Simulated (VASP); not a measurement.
Runs of VASP 6.6.1 on Si2Ni. Symmetry: Fm-3m, No. 225, cubic system. Conventional cell: a = 5.386 Å, b = 5.386 Å, c = 5.386 Å, α = 90.00°, β = 90.00°, γ = 90.00°. Si (site symmetry -43m) is surrounded by 4 Ni at 2.33 Å. Ni (site symmetry m-3m) has 8 Si at 2.33 Å as nearest neighbours. The cell comes from a database or a generator and needn't be the stable form of this composition.

```tsv
task	level	potentials or basis	spin	cell	k mesh	cutoff (eV)	gap on the mesh (eV)	pressure (GPa)	moment (μB)	relaxed volume (Å³/atom)
relaxation of cell and atoms	RPBE	VASP PAW PBE potentials, release 64 (Si, Ni)	collinear, ferromagnetic start	relaxed	14 × 14 × 14	600	none	0.1	0.00	13.68
single point	PBEsol	VASP PAW PBE potentials, release 64 (Si, Ni)	collinear, ferromagnetic start	as given	14 × 14 × 14	520	none	(a)	0.00	-
relaxation of cell and atoms	PBEsol	VASP PAW PBE potentials, release 64 (Si, Ni)	collinear, ferromagnetic start	relaxed	6 × 6 × 6	600	none	0.0	0.00	13.11
relaxation of cell and atoms	PBE	VASP PAW PBE potentials, release 64 (Si, Ni)	collinear, ferromagnetic start	relaxed	14 × 14 × 14	600	none	0.0	0.00	(b)
relaxation of cell and atoms	PBEsol	VASP PAW PBE potentials, release 64 (Si, Ni)	collinear, ferromagnetic start	relaxed	14 × 14 × 14	580	none	0.0	0.00	13.07
relaxation of cell and atoms	LDA	VASP PAW LDA potentials, release 64 (Si, Ni)	collinear, ferromagnetic start	relaxed	14 × 14 × 14	600	none	0.0	0.00	12.79
relaxation of cell and atoms	PBEsol	VASP PAW PBE potentials, release 64 (Si, Ni)	off	relaxed	14 × 14 × 14	600	none	0.0	-	13.07
relaxation of cell and atoms	PBE+D3(BJ)	VASP PAW PBE potentials, release 64 (Si, Ni)	collinear, ferromagnetic start	relaxed	14 × 14 × 14	600	none	0.1	0.00	12.98
```

Alike in all rows: smearing gaussian 0.1 eV.

Task: Fill in the values left out.

Result: (a) 0.6; (b) 13.46.

Caveats: the PAW data sets were made with another functional, which shifts forces and pressure a little (some runs); pairwise dispersion overbinds metals, which lowers pressure and volume (some runs).

A gap of «none» marks a metal or a gap under the smearing width.
